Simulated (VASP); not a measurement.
Output of a VASP run:

**OSZICAR**
```
       N       E                     dE             d eps       ncg     rms          rms(c)
DAV:   1     0.508637816917E+03    0.50864E+03   -0.19964E+04  1128   0.162E+03
DAV:   2     0.134029717910E+02   -0.49523E+03   -0.46843E+03  1196   0.484E+02
DAV:   3    -0.418671092757E+02   -0.55270E+02   -0.53898E+02  1332   0.178E+02
DAV:   4    -0.439206601817E+02   -0.20536E+01   -0.20399E+01  1312   0.343E+01
DAV:   5    -0.439894260952E+02   -0.68766E-01   -0.68683E-01  1484   0.656E+00    0.300E+01
DAV:   6    -0.379582644799E+02    0.60312E+01   -0.92648E+01  1380   0.756E+01    0.228E+01
DAV:   7    -0.356408488258E+02    0.23174E+01   -0.29603E+01  1228   0.590E+01    0.121E+01
DAV:   8    -0.354105655481E+02    0.23028E+00   -0.17077E+00  1228   0.105E+01    0.477E+00
DAV:   9    -0.353827145167E+02    0.27851E-01   -0.86939E-01  1428   0.728E+00    0.228E+00
DAV:  10    -0.353627441765E+02    0.19970E-01   -0.11178E-01  1360   0.317E+00    0.103E+00
DAV:  11    -0.353611741185E+02    0.15701E-02   -0.29649E-02  1464   0.151E+00    0.229E-01
DAV:  12    -0.353618909610E+02   -0.71684E-03   -0.46366E-03  1448   0.569E-01    0.881E-02
DAV:  13    -0.353620085460E+02   -0.11758E-03   -0.45125E-04  1464   0.167E-01    0.548E-02
DAV:  14    -0.353620332471E+02   -0.24701E-04   -0.39739E-05  1616   0.507E-02    0.295E-02
DAV:  15    -0.353620361232E+02   -0.28762E-05   -0.16191E-05  1320   0.266E-02    0.144E-02
DAV:  16    -0.353620388508E+02   -0.27276E-05   -0.54311E-06  1024   0.198E-02    0.543E-03
DAV:  17    -0.353620389429E+02   -0.92061E-07   -0.95324E-07   736   0.745E-03
   1 F= -.35362039E+02 E0= -.35353611E+02  d E =-.168568E-01  mag=     2.0098
```

**OUTCAR**
```
------------------------ aborting loop because EDIFF is reached ----------------------------------------
  FORCE on cell =-STRESS in cart. coord.  units (eV):
  Direction    XX          YY          ZZ          XY          YZ          ZX
  --------------------------------------------------------------------------------------
  Total        5.3917867      5.3917867      5.3917867      0.0000000     -0.0000000      0.0000000
  in kB      169.2062419    169.2062419    169.2062419      0.0000000     -0.0000000      0.0000000
  external PRESSURE =     169.2062419 kB  Pullay stress =       0.0000000 kB
  volume of cell :       51.05
      direct lattice vectors                 reciprocal lattice vectors
     3.709730000  0.000000000  0.000000000     0.269561397  0.000000000  0.000000000
     0.000000000  3.709730000  0.000000000     0.000000000  0.269561397  0.000000000
     0.000000000  0.000000000  3.709730000     0.000000000  0.000000000  0.269561397
 POSITION                                       TOTAL-FORCE (eV/Angst)
 -----------------------------------------------------------------------------------
      0.00000      0.00000      0.00000         0.000000      0.000000      0.000000
      1.85486      1.85486      1.85486         0.000000      0.000000      0.000000
      0.00000      1.85486      1.85486         0.000000      0.000000      0.000000
      1.85486      1.85486      0.00000         0.000000      0.000000      0.000000
      1.85486      0.00000      1.85486         0.000000      0.000000      0.000000
 -----------------------------------------------------------------------------------
    total drift:                                0.000000     -0.000000     -0.000000
  FREE ENERGIE OF THE ION-ELECTRON SYSTEM (eV)
  ---------------------------------------------------
  free  energy   TOTEN  =       -35.3620389429 eV

  energy  without entropy=      -35.3451821003  energy(sigma->0) =      -35.35361052

 total charge

# of ion       s       p       d       tot
------------------------------------------
    1        1.483   0.454   9.889  11.826
    2        0.378   6.553   4.192  11.122
    3        1.590   3.496   0.000   5.085
    4        1.590   3.496   0.000   5.085
    5        1.590   3.496   0.000   5.085
--------------------------------------------------
tot          6.631  17.493  14.081  38.205

 magnetization (x)

# of ion       s       p       d       tot
------------------------------------------
    1       -0.089   0.013  -0.003  -0.079
    2        0.011   0.015   2.373   2.399
    3       -0.004  -0.112   0.000  -0.116
    4       -0.004  -0.112   0.000  -0.116
    5       -0.004  -0.112   0.000  -0.116
--------------------------------------------------
tot         -0.090  -0.307   2.370   1.973
```
(Selected blocks of OUTCAR.)

POSCAR:
```
CrPbO3
1
    3.7097300000     0.0000000000     0.0000000000
    0.0000000000     3.7097300000     0.0000000000
    0.0000000000     0.0000000000     3.7097300000
Pb Cr O
1 1 3
Direct
  0.0000000000   0.0000000000   0.0000000000
  0.5000000000   0.5000000000   0.5000000000
  0.0000000000   0.5000000000   0.5000000000
  0.5000000000   0.5000000000   0.0000000000
  0.5000000000   0.0000000000   0.5000000000
```

Q: Write an INCAR and KPOINTS that could have produced this output.

A: Several could match; the one computed here: the input of the run itself, LDA (Ceperley-Alder, Perdew-Zunger) + U (Dudarev), plane waves, VASP's LDA PAW potentials (set 64).

File KPOINTS:
```
Automatic
0
G
5 5 5
0 0 0
```

**INCAR**
```
! general
SYSTEM  =CrPbO3
PREC    =Accurate
ENCUT   =400
LREAL   =.False.
LASPH   =.True.

! electronic loop
EDIFF   =1E-6
NELM    =100
ALGO    =Normal
LMAXMIX =4

! smearing
ISMEAR  =-1
SIGMA   =0.05

! spin
ISPIN   =2
MAGMOM  =0.0 3.0 3*0.0

! DFT+U
LDAU    =.True.
LDAUTYPE=2
LDAUL   =-1 2 -1
LDAUU   =0 5.0 0
LDAUJ   =0 0 0

! ions
ISIF    =2

! output
LWAVE   =.False.
LCHARG  =.False.
LORBIT  =11
```

POTCAR, in this order: Pb_d Cr_pv O (LDA.64 set). Program: vasp_std.

At this cut-off the stress carries a Pulay error, which pulls relaxed volumes low. The moments were started parallel, and other spin orders were not tried in this run.

The structure was generated: CrPbO3 was put into an ordered model structure, which need not be its known phase. The cell was not relaxed at this level. The k-mesh is coarse (spacing up to 0.34 per Å, 2π included), so the numbers may not be converged in it. The run is one of a series of settings (LDAU = .TRUE., LDAUJ = 0 0 0, LDAUL = -1 2 -1, LDAUTYPE = 2, LDAUU = 0 5.0 0 against the base run), some of them coarse on purpose. A gapless solution with U can be a metastable orbital state.
